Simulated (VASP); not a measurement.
The system is Ta.

```
CELL_PARAMETERS angstrom
-1.65128 1.65128 1.65128
1.65128 -1.65128 1.65128
1.65128 1.65128 -1.65128
ATOMIC_POSITIONS crystal
Ta 0.00000 0.00000 0.00000
```

Base run:

* Program: VASP 6.6.1
* Functional: PBE
* Potentials or basis: VASP PAW PBE potentials, release 64 (Ta_pv)
* Cutoff: 520 eV
* k mesh: 8 × 8 × 8
* Occupations: gaussian, width 0.1 eV
* Spin: no spin polarisation

Its results: band gap on the k mesh none (metal or under the smearing width); pressure 1.1 GPa.

Problem. The run is repeated on the same cell with these changes: cutoff from 520 eV to 700 eV; k mesh from 8 × 8 × 8 to 14 × 14 × 14. What comes out?

Solution. Band gap on the k mesh none (metal or under the smearing width); pressure 3.2 GPa.
